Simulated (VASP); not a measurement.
# TaTe (relaxed from the CsCl type structure, space group Pm-3m): computed properties

Method: PBEsol GGA, VASP's PBE PAW potentials (set 64) (plane waves; VASP 6.6.1).

| Item | Value |
|---|---|
| space group | Pm-3m (221) |
| cell | a = b = c = 3.3795 Å, α = β = γ = 90.00° |
| volume per atom | 19.30 Å³/atom |
| band gap (over mesh and band path) | none (metal, semimetal or under 0.01 eV) |
| density | 13.27 g/cm³ |

```yaml
crystal:
  lattice:
    - [3.37954, 0.00000, 0.00000]
    - [0.00000, 3.37954, 0.00000]
    - [0.00000, 0.00000, 3.37954]
  atoms:
    - { symbol: Ta, position: [0.00000, 0.00000, 0.00000] }
    - { symbol: Te, position: [0.50000, 0.50000, 0.50000] }
```

Unless said otherwise, spin-orbit coupling is left out, though it shifts the bands of the heavy elements here.

The structure was generated: TaTe was put into the CsCl type type (Pm-3m), which need not be its known phase. It was relaxed first, which changed the volume by -40 %. Symmetry was kept, so distortions that lower it aren't found. The electron count is odd and the run is not spin-polarised, which forces a metal.
